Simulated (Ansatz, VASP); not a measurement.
# TiSi2 (Zhiqinite) in two plane-wave programs

Wanted: the spread between two codes on one cell, functional and k mesh. The structure shown is the start of the Ansatz relaxation below; VASP solves that cell, so the two are compared at the walk's first step.

Method: plane waves, with VASP 6.6.1 beside it; single point at PBEsol, in Ansatz 0.2.0.

### Step 1. The structure

Symmetry: Fddd, No. 70, orthorhombic system. The conventional cell has a = 4.760 Å, b = 8.176 Å, c = 8.586 Å, α = 90.00°, β = 90.00°, γ = 90.00°. Nearest to Si lie 5 Si at 2.53 to 2.77 Å and 5 Ti at 2.55 to 2.75 Å. Nearest to Ti lie 10 Si at 2.55 to 2.75 Å. Farther neighbours are not listed.

### Step 2. Ansatz: relaxation, PBEsol

Ansatz runs on its PAW soft_1 files.

The two programs are compared at the cell with which this relaxation starts, whose forces are those of its first step.

Input file input.yaml:

```yaml
crystal:
  lattice:
    - [0.0, 4.088018947, 4.2931326861]
    - [2.3801199531, 0.0, 4.2931326861]
    - [2.3801199531, 4.088018947, 0.0]
  atoms:
    - { symbol: Si, position: [0.0862450436, 0.4137549564, 0.0862450436] }
    - { symbol: Si, position: [0.4137549564, 0.0862450436, 0.4137549564] }
    - { symbol: Si, position: [0.1637549564, 0.8362450436, 0.1637549564] }
    - { symbol: Si, position: [0.8362450436, 0.1637549564, 0.8362450436] }
    - { symbol: Ti, position: [0.75, 0.75, 0.75] }
    - { symbol: Ti, position: [0.5, 0.5, 0.5] }
  conventional_axes: [[-1, 1, 1], [1, -1, 1], [1, 1, -1]]
kpoints:
  mp_grid: { grid: [12, 12, 12] }
hamiltonian:
  xc: pbesol
  pseudopotentials: { kind: paw, azcp: { folder: soft_1 }, xc_functional: pbe }
scf:
  occupations: { method: methfessel_paxton, width: 0.2 }
output:
  forces: true
  stress: true
  eigenvalues: true
relax:
  adjacent_minimum: "off"
  f_tol: 0.001
  max_steps: 60
  cell: { stress_tol: 0.01, fix: [c, angles] }
```

Run with:

```bash
> ansatz run input.yaml --threads 4 --pin off --max-ram 16384MiB --backend cpu --events-out ev --progress --plain --runs-dir out
```

Numbers of over 12 decimals in the logs are rounded to 6 here.

The log of the run:

```text
Engine: ansatz 0.2.0, aarch64-unknown-linux-gnu
Pseudopotentials: kind: paw
Pseudopotential: Si, paw, valence charge 4, recommended cutoff 420 eV (normal), soft_1/Si.paw.azcp
Pseudopotential: Ti, paw, valence charge 12, recommended cutoff 420 eV (normal), soft_1/Ti.paw.azcp
Functional definition: PBEsol
  exchange = pbesol_x
  correlation = pbesol_c
Crystal: 6 atoms, lattice volume = 83.544 Å³
Basis set: ecut = 420 eV, 1617 PW (Γ), exchange–correlation on 80×72×64 points (8 copies of the dense FFT grid, shifted against one another)
Bands: 26, of which v1, the nominal top of the filled ones, is band 20 counted from 1 (19 counted from 0)
Symmetry: 8 space group operations
Space group: Fddd (ITA 70), of the structure as read, at distance tolerance 4.4e-5 Å
k-points: 280 of 1728
Non-local potential: Si, projectors of the file, l = 0: 2, l = 1: 2, l = 2: 1
Non-local potential: Ti, projectors of the file, l = 0: 3, l = 1: 2, l = 2: 3, l = 3: 1
PAW form: soft (Blöchl's): semilocal exchange-correlation on the pseudo side does not see the compensation charge
PAW frozen core: Si, regenerated for the run's functional, and the local potential with it (the file was generated under x = pbe(κ = 0.804, μ = 0.219515), c = pbe(β = 0.066725))
PAW frozen core: Ti, regenerated for the run's functional, and the local potential with it (the file was generated under x = pbe(κ = 0.804, μ = 0.219515), c = pbe(β = 0.066725))
PAW one-centre angular grid: Si, 110 points (default); XC on 64 Gauss nodes
PAW one-centre angular grid: Ti, 590 points (default); XC on 64 Gauss nodes
Initial density: superposition of atomic densities (chi_scale 0.1, normalization cell, long waves kept (reshape's long-wave potential 0.00 eV rms))
Initial wavefunctions: pseudopotential atomic-orbital guess
Functional: x = pbesol(κ = 0.804, μ = 0.123457), c = pbesol(β = 0.046)
SCF iter   1: F=—  HF=-7438.475423 eV  |F-HF|=—  |Δ(HF+E_count)|=         —  Δρ=3.74e-2  dr2=2.03e0  ethr=3.10e-3  ⟨swp⟩=6.0  Hψ=33120  notcnv=0
preconditioner: auto → Kerker (q_TF=auto, 2.413 Å⁻¹)  [metal: Δε(μ)=0.008 eV  Ē_g=6.308 eV  σ=0.200 eV  W_gap=0.03  n_scr=16 (ndim 8)  ℏωp=19.9 eV  f_vac=0.000  D(μ)=2.03/eV (n_scr^D=12)]
SCF iter   2: F=—  HF=-7438.049264 eV  |F-HF|=—  |Δ(HF+E_count)|=   4.26e-1  S|Δr|=    0.00e0  Δρ=2.33e-2  dr2=7.20e-1  ethr=3.10e-3  ⟨swp⟩=1.4  Hψ=9684  notcnv=0  defer=24
SCF iter   3: F=—  HF=-7437.792042 eV  |F-HF|=—  |Δ(HF+E_count)|=   2.57e-1  S|Δr|=    0.00e0  Δρ=2.37e-3  dr2=3.81e-3  ethr=1.80e-3  ⟨swp⟩=2.1  Hψ=11922  notcnv=0  defer=25
SCF iter   4: F=—  HF=-7437.790920 eV  |F-HF|=—  |Δ(HF+E_count)|=   1.12e-3  S|Δr|=    0.00e0  Δρ=7.34e-4  dr2=4.11e-4  ethr=9.53e-6  ⟨swp⟩=2.3  Hψ=11859  notcnv=0  defer=65
SCF iter   5: F=—  HF=-7437.790856 eV  |F-HF|=—  |Δ(HF+E_count)|=   6.47e-5  S|Δr|=    0.00e0  Δρ=1.39e-4  dr2=1.32e-5  ethr=1.03e-6  ⟨swp⟩=2.0  Hψ=8564  notcnv=0  defer=65
SCF iter   6: F=—  HF=-7437.790854 eV  |F-HF|=—  |Δ(HF+E_count)|=   1.97e-6  S|Δr|=    0.00e0  Δρ=2.28e-5  dr2=3.43e-7  ethr=3.30e-8  ⟨swp⟩=2.5  Hψ=10627  notcnv=0  defer=224
SCF iter   7: F=-7437.790854 eV  HF=-7437.790854 eV  |F-HF|=7.61e-9  |Δ(HF+E_count)|=   7.77e-8  S|Δr|=    0.00e0  Δρ=4.28e-6  dr2=1.37e-8  ethr=2.50e-10  ⟨swp⟩=8.7  Hψ=31564  notcnv=0
SCF 1 converged in 7 iterations: F = -7437.790854 eV  dr2 = 1.37e-8
  greatest PAW one-centre occupation: 0.998 electrons in one spin orbital (limit 2), on the Ti atom at site 5 (counted from 0), in its partial waves of l = 0
relax step   1: F+E_penalty+E_count = -7437.79085366 eV  Δ(F+E_penalty+E_count) = +0.000e0 eV  max|allowed force component| = 1.691e-2 eV/Å  Δτ_max = 0.0000 Å  P = -1.747 GPa  Ω = 83.544 Å³  fix = [c, alpha, beta, gamma]  reactions: c -4.232 GPa  (7 SCF iters, dr2 threshold 1.00e-7 eV, accepted)
[...]
relax step   3: F+E_penalty+E_count = -7437.79147127 eV  Δ(F+E_penalty+E_count) = -6.841e-5 eV  max|allowed force component| = 6.572e-3 eV/Å  Δτ_max = 0.0007 Å  P = -1.322 GPa  Ω = 83.300 Å³  energy of the carried Pulay correction = +3.480e-5 eV  fix = [c, alpha, beta, gamma]  reactions: c -4.028 GPa  (3 SCF iters, dr2 threshold 1.16e-7 eV, accepted)
[...]
relax step   4: F+E_penalty+E_count = -7437.79148081 eV  Δ(F+E_penalty+E_count) = -9.537e-6 eV  max|allowed force component| = 2.924e-3 eV/Å  Δτ_max = 0.0005 Å  P = -1.341 GPa  Ω = 83.313 Å³  energy of the carried Pulay correction = +3.302e-5 eV  fix = [c, alpha, beta, gamma]  reactions: c -4.028 GPa  (4 SCF iters, dr2 threshold 5.10e-9 eV, accepted)
[...]
relax step   5: F+E_penalty+E_count = -7437.79148373 eV  Δ(F+E_penalty+E_count) = -2.917e-6 eV  max|allowed force component| = 3.125e-5 eV/Å  Δτ_max = 0.0004 Å  P = -1.340 GPa  Ω = 83.313 Å³  energy of the carried Pulay correction = +3.291e-5 eV  fix = [c, alpha, beta, gamma]  reactions: c -4.020 GPa  (4 SCF iters, dr2 threshold 8.33e-10 eV, accepted)
[...]
relax step   6: F+E_penalty+E_count = -7437.79145242 eV  Δ(F+E_penalty+E_count) = +3.130e-5 eV  max|allowed force component| = 3.019e-5 eV/Å  Δτ_max = 0.0000 Å  P = -1.339 GPa  Ω = 83.313 Å³  fix = [c, alpha, beta, gamma]  reactions: c -4.018 GPa  stress off target by 1.63e-3 GPa on what of the cell is left free  SCF on the basis re-selected at this cell (its energy is not comparable with the rows above)  (5 SCF iters)
basis re-selected at this cell: Δ(F+E_penalty+E_count) = +3.130e-5 eV, ΔP = +0.001 GPa vs the last step (what re-selecting the basis moved, of the pressure what is left beyond the Pulay correction that the steps carried, after the strain that the cell walked since its last selection, with what the two solves' SCF thresholds leave and, on support functions, any second-order correction that the steps lacked; it is no m [...]
SCF converged after 5 iterations
Stability not checked: this state was not tested for a lower state beside it, because cold or Methfessel-Paxton smearing, or corrected tetrahedra, fill the levels in a way that the test cannot read (fill_not_monotonic; see scf.lower_state_search)
Free energy (F): -7437.791452 eV
Harris-Foulkes:  -7437.791452 eV  (|F-HF|=1.82e-12)
Internal energy: -7437.791274 eV  (E = F + TS)
E sigma→0 (E₀):  -7437.791408 eV
Entropy (-TS):   -0.000178 eV (-0.030 meV/atom)
Fermi energy:    12.612558 eV
--- Per-component energies (eV) ---
  E_band       = -211.934260
  E_kinetic    = 735.827373
  E_local      = -2126.336002  (includes V_loc(G=0)·N_el)
  E_nonlocal   = 214.216666
  E_hartree    = 904.366063
  E_xc         = -462.053774
  E_vxc        = -491.615321  (∫ρ·V_xc dr)
  E_paw        = -4025.033340  (= ΣΔE_a)
  E_vpaw       = -352.759104  (= ΣTr[D̂ρ^β])
  E_aug_tail   = -0.000004  (compensation charges beyond the density's cutoff)
  E_ewald      = -2679.183270
  E_core_change = 0.405012  (= ΣΔE_core)
  E_smearing   = -0.000178  (= −TS)
  E_closure    = -0.000000  (closes the sum)
  Σ components = -7437.791452   (vs F -7437.791452, Δ=0.00e0)
--- Forces (eV/Å), atoms counted from 1 ---
  atom   1  Si     0.00000000     0.00003019     0.00000000
  atom   2  Si     0.00000000    -0.00003019     0.00000000
  atom   3  Si     0.00000000    -0.00003019     0.00000000
  atom   4  Si     0.00000000     0.00003019     0.00000000
  atom   5  Ti     0.00000000     0.00000000     0.00000000
  atom   6  Ti    -0.00000000    -0.00000000     0.00000000
  max |Σ_I F_I| component: 2.78e-17 eV/Å
--- Stress (GPa, compression-positive) ---
       -0.001557       0.000000      -0.000000
        0.000000       0.001628       0.000000
       -0.000000       0.000000      -4.017579
  P = ⅓ Tr σ = -1.3392 GPa (-13.392 kbar)
--- Band table (eV; the first three rows and the last of 280) ---
  k-point 0: bands = [... 16 lower, 10.2739, 10.6494, 10.8980, 11.2765, 11.6695, 14.6588, 15.8393, 15.9641, ... 2 higher]
  k-point 1: bands = [... 16 lower, 10.1733, 10.5992, 11.1564, 11.2923, 11.6529, 14.5862, 15.7812, 15.8400, ... 2 higher]
  k-point 2: bands = [... 16 lower, 10.5431, 10.6851, 11.3919, 11.4697, 11.7272, 14.3727, 15.5277, 15.5988, ... 2 higher]
  k-point 279: bands = [... 16 lower, 11.0931, 11.0931, 11.6242, 11.6242, 13.2488, 13.2488, 15.9000, 15.9000, ... 2 higher]
--- Relaxed structure (5 steps of the walk, 5 accepted, 1 SCFs on fresh bases) ---
  F+E_penalty+E_count = -7437.79145242 eV   max|allowed force component| = 3.019e-5 eV/Å   (the final SCF, on the basis selected at the relaxed cell)
  cell:  # Å, volume = 83.3133 Å³
    - [0, 4.086235, 4.2931326861]
    - [2.374580, 0, 4.2931326861]
    - [2.374580, 4.086235, 0]
  atoms:
    - { symbol: Si, position: [0.086578, 0.413422, 0.086578] }
    - { symbol: Si, position: [0.413422, 0.086578, 0.413422] }
    - { symbol: Si, position: [0.163422, 0.836578, 0.163422] }
    - { symbol: Si, position: [0.836578, 0.163422, 0.836578] }
    - { symbol: Ti, position: [0.750000, 0.750000, 0.75] }
    - { symbol: Ti, position: [0.5, 0.5, 0.5] }
```

### Step 3. VASP: single point, PBEsol, start cell, pair 1

The same cell, functional, mesh and smearing now go to VASP, with its own data sets.

Lines of VASP's logs that name or quote its potential files are left out, and so is its time.

Input file INCAR:

```
SYSTEM = TiSi2
PREC = Accurate
ENCUT = 400
EDIFF = 1E-06
NELM = 120
ISMEAR = 1
SIGMA = 0.2
LREAL = .FALSE.
ALGO = Normal
GGA = PS
NBANDS = 26
LASPH = .TRUE.
LORBIT = 11
LWAVE = .FALSE.
LCHARG = .FALSE.
ISIF = 2
GGA_COMPAT = .FALSE.
KPAR = 2
```

Input file POSCAR:

```
TiSi2
1.0
    0.0000000000      4.0880190000      4.2931330000
    2.3801200000      0.0000000000      4.2931330000
    2.3801200000      4.0880190000      0.0000000000
Si Ti
4 2
Direct
    0.0862450155      0.4137548681      0.0862451319
    0.4137548681      0.0862450155      0.4137549845
    0.1637549874      0.8362450126      0.1637549874
    0.8362450126      0.1637549874      0.8362450126
    0.7499998806      0.7500000029      0.7499999971
    0.5000000000      0.5000000000      0.5000000000
```

Input file KPOINTS:

```
Automatic mesh
0
Gamma
12 12 12
0 0 0
```

PAW data sets: Si and Ti_sv (PBE family, release 64).

Run with:

```bash
> mpirun -np 2 vasp_std
```

The log of the run:

```text
[banner, memory and clock lines left out]
running    2 mpi-ranks, on    1 nodes
 distrk:  each k-point on    1 cores,    2 groups
 distr:  one band on    1 cores,    1 groups

 POSCAR found type information on POSCAR SiTi
 POSCAR found :  2 types and       6 ions
|                                                                             |
|               ----> ADVICE to this user running VASP <----                  |
|                                                                             |
|     You enforced a specific xc type in the INCAR file but a different       |
|     [... a line on the potential file left out ...]
|     I HOPE YOU KNOW WHAT YOU ARE DOING!                                     |
|                                                                             |

 LDA part: xc-table for (Slater+PW92), standard interpolation
 POSCAR, INCAR and KPOINTS ok, starting setup
 FFT: planning ... GRIDC
 FFT: planning ... GRID_SOFT
 FFT: planning ... GRID
 WAVECAR not read
 entering main loop
       N       E                     dE             d eps       ncg     rms          rms(c)
DAV:   1     0.340829531950E+03    0.34083E+03   -0.16527E+04 14568   0.137E+03
DAV:   2    -0.298715143385E+01   -0.34382E+03   -0.33794E+03 14624   0.417E+02
DAV:   3    -0.444087117320E+02   -0.41422E+02   -0.40712E+02 26034   0.121E+02
DAV:   4    -0.472421739990E+02   -0.28335E+01   -0.28246E+01 19664   0.294E+01
DAV:   5    -0.474190154809E+02   -0.17684E+00   -0.17681E+00 23212   0.643E+00    0.193E+01
DAV:   6    -0.443224583172E+02    0.30966E+01   -0.39465E+01 20778   0.456E+01    0.694E+00
DAV:   7    -0.437507042286E+02    0.57175E+00   -0.76704E+00 19566   0.199E+01    0.519E+00
DAV:   8    -0.436712899611E+02    0.79414E-01   -0.80824E-01 19854   0.707E+00    0.107E+00
DAV:   9    -0.436624728214E+02    0.88171E-02   -0.13133E-01 20714   0.304E+00    0.498E-01
DAV:  10    -0.436629196333E+02   -0.44681E-03   -0.40536E-03 19094   0.522E-01    0.201E-01
DAV:  11    -0.436628579712E+02    0.61662E-04   -0.34183E-03 22978   0.433E-01    0.123E-01
DAV:  12    -0.436627982571E+02    0.59714E-04   -0.85814E-04 20906   0.225E-01    0.154E-02
DAV:  13    -0.436627955299E+02    0.27271E-05   -0.45555E-05 20150   0.597E-02    0.151E-02
DAV:  14    -0.436627946344E+02    0.89552E-06   -0.28951E-06 16152   0.139E-02
   1 F= -.43662795E+02 E0= -.43662747E+02  d E =-.141631E-03
```

Parts of OUTCAR (step 3):

```text
ion  position               nearest neighbor table
   1  0.086  0.414  0.086-   3 2.53   3 2.53   6 2.55   6 2.55   2 2.68   5 2.73   5 2.73   5 2.75
                             2 2.77   2 2.77
   2  0.414  0.086  0.414-   4 2.53   4 2.53   6 2.55   6 2.55   1 2.68   5 2.73   5 2.73   5 2.75
                             1 2.77   1 2.77
   3  0.164  0.836  0.164-   1 2.53   1 2.53   5 2.55   5 2.55   4 2.68   6 2.73   6 2.73   6 2.75
                             4 2.77   4 2.77
   4  0.836  0.164  0.836-   2 2.53   2 2.53   5 2.55   5 2.55   3 2.68   6 2.73   6 2.73   6 2.75
                             3 2.77   3 2.77
   5  0.750  0.750  0.750-   3 2.55   4 2.55   3 2.55   4 2.55   1 2.73   1 2.73   2 2.73   2 2.73
                             2 2.75   1 2.75
   6  0.500  0.500  0.500-   1 2.55   2 2.55   1 2.55   2 2.55   3 2.73   3 2.73   4 2.73   4 2.73
                             3 2.75   4 2.75

  LATTYP: Found a face centered orthorhombic cell.
 ALAT       =     4.7602400000
 B/A-ratio  =     1.7175684419
 C/A-ratio  =     1.8037464498

 Subroutine GETGRP returns: Found  8 space group operations
 (whereof  4 operations were pure point group operations)

The static configuration has the point symmetry D_2 .
 The point group associated with its full space group is D_2h.

 Found    280 irreducible k-points:

   k-points           NKPTS =    280   k-points in BZ     NKDIM =    280   number of bands    NBANDS=     26

   dimension x,y,z NGX =    40 NGY =   32 NGZ =   32
   dimension x,y,z NGXF=    80 NGYF=   64 NGZF=   64

   ENCUT  =  400.0 eV  29.40 Ry    5.42 a.u.   9.67  8.00  7.71*2*pi/ulx,y,z

   NELECT =      40.0000    total number of electrons

 k-points in reciprocal lattice and weights: Automatic mesh
   0.00000000  0.00000000  0.00000000       0.001
   0.08333333  0.00000000  0.00000000       0.005
   0.16666667  0.00000000  0.00000000       0.005
   0.25000000  0.00000000 -0.00000000       0.005
   0.33333333 -0.00000000 -0.00000000       0.005
   0.41666667 -0.00000000 -0.00000000       0.005
   0.50000000  0.00000000 -0.00000000       0.002
   0.08333333  0.08333333  0.00000000       0.001
   0.16666667  0.08333333  0.00000000       0.005
[...]
-0.08333333  0.41666667  0.50000000       0.001
   0.00000000  0.50000000  0.50000000       0.001

 average (electrostatic) potential at core
       1 -78.7595       2 -78.7595       3 -78.7595       4 -78.7595       5 -69.8083
       6 -69.8083

 E-fermi :  10.1628

 k-point     1 :       0.0000    0.0000    0.0000
  band No.  band energies     occupation
    ...
     17       7.8402      2.00000
     18       8.2005      2.00000
     19       8.4442      2.00000
     20       8.8202      2.00000
     21       9.2321      2.00000
     22      12.1939     -0.00000
     23      13.3547     -0.00000
     24      13.5034     -0.00000
     25      13.5231     -0.00000
     26      13.8954     -0.00000

 k-point     2 :       0.0833    0.0000    0.0000
  band No.  band energies     occupation
    ...
     17       7.7249      2.00000
     18       8.1517      2.00000
     19       8.7092      2.00000
     20       8.8362      2.00000
     21       9.2158      2.00000
     22      12.1221     -0.00000
     23      13.3040     -0.00000
     24      13.3777     -0.00000
     25      13.5782     -0.00000
     26      13.6350     -0.00000

 k-point     3 :       0.1667    0.0000    0.0000
  band No.  band energies     occupation
    ...
     17       8.0900      2.00000
     18       8.2389      2.00000
     19       8.9355      2.00000
     20       9.0287      2.00000
     21       9.2871      2.00000
     22      11.9108     -0.00000
     23      13.0635     -0.00000
     24      13.1295     -0.00000
     25      13.2922     -0.00000
     26      13.4296     -0.00000

  Total       -0.4517493     -0.1744412     -2.2053157      0.0000000      0.0000000      0.0000000
  in kB       -8.6634727     -3.3453648    -42.2926855      0.0000000      0.0000000      0.0000000
  external PRESSURE =     -18.1005077 kB  Pullay stress =       0.0000000 kB

  energy-cutoff  :      400.00
  volume of cell :       83.54
      direct lattice vectors                 reciprocal lattice vectors
     0.000000000  4.088019000  4.293133000    -0.210073442  0.122308629  0.116465062
     2.380120000  0.000000000  4.293133000     0.210073442 -0.122308629  0.116465062
     2.380120000  4.088019000  0.000000000     0.210073442  0.122308629 -0.116465062

 POSITION                                       TOTAL-FORCE (eV/Angst)
 -----------------------------------------------------------------------------------
      1.19006      0.70514      2.14657         0.000000      0.016344     -0.000000
      1.19006      3.38288      2.14657         0.000000     -0.016344     -0.000000
      2.38012      1.33887      4.29313        -0.000000     -0.016344     -0.000000
      2.38012      6.83717      4.29313        -0.000000      0.016344     -0.000000
      3.57018      6.13203      6.43970        -0.000000     -0.000000      0.000000
      2.38012      4.08802      4.29313         0.000000     -0.000000      0.000000
 -----------------------------------------------------------------------------------
    total drift:                               -0.000249     -0.000039     -0.000043

  FREE ENERGIE OF THE ION-ELECTRON SYSTEM (eV)
  ---------------------------------------------------
  free  energy   TOTEN  =       -43.6627946344 eV

  energy  without entropy=      -43.6626530034  energy(sigma->0) =      -43.66274742

 total charge
# of ion       s       p       d       tot
------------------------------------------
    1        0.769   0.861   0.000   1.631
    2        0.769   0.861   0.000   1.631
    3        0.769   0.861   0.000   1.631
    4        0.769   0.861   0.000   1.631
    5        2.175   6.170   2.076  10.420
    6        2.175   6.170   2.076  10.420
--------------------------------------------------
tot          7.427  15.784   4.152  27.363

[... 3 further parts left out ...]
```

The PAW data sets were made with PBE, which is usual practice but a small mismatch for other functionals.

### Step 4. Side by side

Known differences besides the potentials themselves: the cutoff is 420 eV in Ansatz and 400 eV in VASP; Ansatz makes its cores anew for this functional, VASP keeps those of its PBE data sets. Total energies have different zeros and are not compared.

The forces differ by 0.27 meV/Å r.m.s.; no other quantity is compared for this pair.

### Step 5. Other set-ups

Further runs change the set-up of one program: Ansatz's method, potentials or start, or VASP's data sets, cutoff or form of LDA. The table gives that difference for each run.

| run | r.m.s. force difference (meV/Å) |
| --- | --- |
| as above | 0.27 |
| VASP with a cutoff of 500 eV (perhaps on Ansatz's relaxed cell) | 0.58 |

(Part 1 of 2 ends here.)

[Lines on the potential files, build, host, timing and source positions are cut from VASP's logs without a mark.]

[Logs are printed without paths, hosts, clocks, repeated set-up lines and the standing remarks that a program may print on its own settings, such as how far it seeks lower states.]

[Hosts, paths, dates, database ids (printed as entryN), source tags and the programs' standing remarks are cut or masked in the printed files.]

[Rows of further runs with another cutoff or data set may stand on the cell that Ansatz relaxed, not on the start cell of the pair above them.]
